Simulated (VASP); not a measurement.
Here is the system:

```
CELL_PARAMETERS angstrom
      2.30457    -3.99164     0.00000
      2.30457     3.99164     0.00000
      0.00000     0.00000     7.49428
ATOMIC_POSITIONS crystal
  Mg 0.66667 0.33333 0.49975
  Mg 0.33333 0.66667 0.99975
  Te 0.66667 0.33333 0.87625
  Te 0.33333 0.66667 0.37625
```

Computed with PBE GGA, VASP's PBE PAW potentials (set 64) (plane waves; VASP). Numerical set-up: 400 eV cut-off, 7×7×4 Γ-centred mesh, Gaussian smearing of 0.010 eV, potentials Mg Te.

What does the run give for the energy per atom (σ→0)?

```json
{
 "energy per atom (σ→0)": "-3.203 eV/atom"
}
```

The absolute energy has meaning only against runs of the same code, potentials and settings.

The compound is MgTe in the wurtzite structure. It was relaxed first.
